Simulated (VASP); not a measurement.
Input:

```yaml
crystal:
  lattice:
    - [0.00000, 2.39000, 2.39000]
    - [2.39000, 0.00000, 2.39000]
    - [2.39000, 2.39000, 0.00000]
  atoms:
    - { symbol: B, position: [0.00000, 0.00000, 0.00000] }
    - { symbol: As, position: [0.25000, 0.25000, 0.25000] }
```

The numbers are results of r2SCAN+rVV10, VASP's PBE PAW potentials (set 64) (plane waves; VASP), not measurements. Settings: 520 eV cut-off, 9×9×9 Γ-centred mesh, Gaussian smearing of 0.050 eV, potentials B As.

Problem. Predict the energy per atom (σ→0).

Solution. 
The energy per atom (σ→0) is -11.069 eV/atom.

Only differences to runs with the same potentials and settings are physical.

The compound is BAs in the zinc blende structure. The cell was not relaxed at this level.
